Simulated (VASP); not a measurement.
Energy against volume of MgS (rock salt). Level of theory: PBEsol GGA, VASP's PBE PAW potentials (set 64) (plane waves; VASP). Numerical set-up: 520 eV cut-off, 9×9×9 Γ-centred mesh, Gaussian smearing of 0.050 eV, potentials Mg S.

```json
[
 {"V (Å³/atom)": "16.310", "E (eV/atom)": "-4.52027"},
 {"V (Å³/atom)": "16.831", "E (eV/atom)": "-4.53345"},
 {"V (Å³/atom)": "17.351", "E (eV/atom)": "-4.53763"},
 {"V (Å³/atom)": "17.872", "E (eV/atom)": "-4.53408"}
]
```

Task: Fit these four points and predict the energy of the run at 18.392 Å³/atom.

Result: A cubic in V^(−2/3), the third-order Birch-Murnaghan form, passes through the four points with V0 = 17.36 Å³/atom and B0 = 79 GPa, and gives -4.5239 eV/atom there. The run gave -4.5239 eV/atom, -0.0 meV/atom from the fit; all five points give B0 = 79 GPa.

The compound is MgS in the rock salt structure. It was relaxed first.
